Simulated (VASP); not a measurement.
OSZICAR of a VASP run on HfC (rock salt):

### OSZICAR
```
       N       E                     dE             d eps       ncg     rms          rms(c)
DAV:   1     0.302925416877E+02    0.30293E+02   -0.85877E+03  2288   0.140E+03
DAV:   2    -0.220842542327E+02   -0.52377E+02   -0.49860E+02  3018   0.237E+02
DAV:   3    -0.242061266451E+02   -0.21219E+01   -0.20935E+01  2995   0.355E+01
DAV:   4    -0.242253633716E+02   -0.19237E-01   -0.19217E-01  2767   0.362E+00
DAV:   5    -0.242255912358E+02   -0.22786E-03   -0.22784E-03  3000   0.339E-01    0.573E+01
DAV:   6    -0.211289598612E+02    0.30966E+01   -0.20351E+01  2560   0.232E+01    0.408E+01
DAV:   7    -0.210599709639E+02    0.68989E-01   -0.64165E-01  2667   0.621E+00    0.248E+01
DAV:   8    -0.210534704559E+02    0.65005E-02   -0.59508E-02  2569   0.245E+00    0.590E+00
DAV:   9    -0.210471287900E+02    0.63417E-02   -0.30580E-02  2586   0.105E+00    0.186E+00
DAV:  10    -0.210469097377E+02    0.21905E-03   -0.90299E-04  2723   0.261E-01    0.426E-01
DAV:  11    -0.210468997419E+02    0.99958E-05   -0.21563E-04  2632   0.105E-01    0.596E-02
DAV:  12    -0.210468974186E+02    0.23233E-05   -0.76375E-06  2658   0.247E-02    0.706E-02
DAV:  13    -0.210468965515E+02    0.86710E-06   -0.55012E-07  1318   0.786E-03
   1 F= -.20263827E+02 E0= -.20263819E+02  d E =-.202638E+02
       N       E                     dE             d eps       ncg     rms          rms(c)
DAV:   1    -0.211198606324E+02   -0.72963E-01   -0.41174E+00  2288   0.199E+01    0.639E+00
DAV:   2    -0.210186473868E+02    0.10121E+00   -0.12720E-01  2300   0.371E+00    0.342E+00
DAV:   3    -0.209801304890E+02    0.38517E-01   -0.11686E-01  2327   0.318E+00    0.215E+00
DAV:   4    -0.209804534631E+02   -0.32297E-03   -0.17910E-03  2802   0.451E-01    0.266E+00
DAV:   5    -0.209800569944E+02    0.39647E-03   -0.72276E-04  2726   0.226E-01    0.207E-01
DAV:   6    -0.209800096017E+02    0.47393E-04   -0.12258E-04  2647   0.736E-02    0.820E-02
DAV:   7    -0.209800137442E+02   -0.41425E-05   -0.47747E-06  2535   0.205E-02    0.934E-02
DAV:   8    -0.209800067727E+02    0.69715E-05   -0.41760E-05  2554   0.434E-02    0.229E-02
DAV:   9    -0.209800072826E+02   -0.50998E-06   -0.16414E-06  1387   0.132E-02
   2 F= -.20242028E+02 E0= -.20241990E+02  d E =0.217996E-01
       N       E                     dE             d eps       ncg     rms          rms(c)
DAV:   1    -0.210981592685E+02   -0.11815E+00   -0.17329E+00  2291   0.130E+01    0.421E+00
DAV:   2    -0.210558578230E+02    0.42301E-01   -0.56635E-02  2300   0.246E+00    0.227E+00
DAV:   3    -0.210395625076E+02    0.16295E-01   -0.50365E-02  2330   0.204E+00    0.139E+00
DAV:   4    -0.210396775722E+02   -0.11506E-03   -0.74052E-04  2820   0.291E-01    0.168E+00
DAV:   5    -0.210395174184E+02    0.16015E-03   -0.29248E-04  2726   0.145E-01    0.248E-01
DAV:   6    -0.210394799155E+02    0.37503E-04   -0.70321E-05  2668   0.538E-02    0.653E-02
DAV:   7    -0.210394801439E+02   -0.22836E-06   -0.17072E-06  1954   0.134E-02
   3 F= -.20272345E+02 E0= -.20272338E+02  d E =-.851820E-02
```

Problem. Which electronic solver shows in the log?

Solution. It is blocked Davidson (ALGO = Normal, or the opening steps of other solvers). The INCAR had ALGO = Normal.

Problem. Can the final energy be trusted as converged?

Solution. The run converged. It stopped with EDIFF = 1E-6, NELM = 100, NSW = 40 and EDIFFG = -0.02 after 3 ionic steps (PBE GGA, plane waves, VASP's PBE PAW potentials (set 64)). Energy and stress use the plane-wave basis of the starting cell.

The compound is HfC in the rock salt structure. This run relaxes it under an external pressure of 5 GPa. Symmetry was kept, so distortions that lower it aren't found.
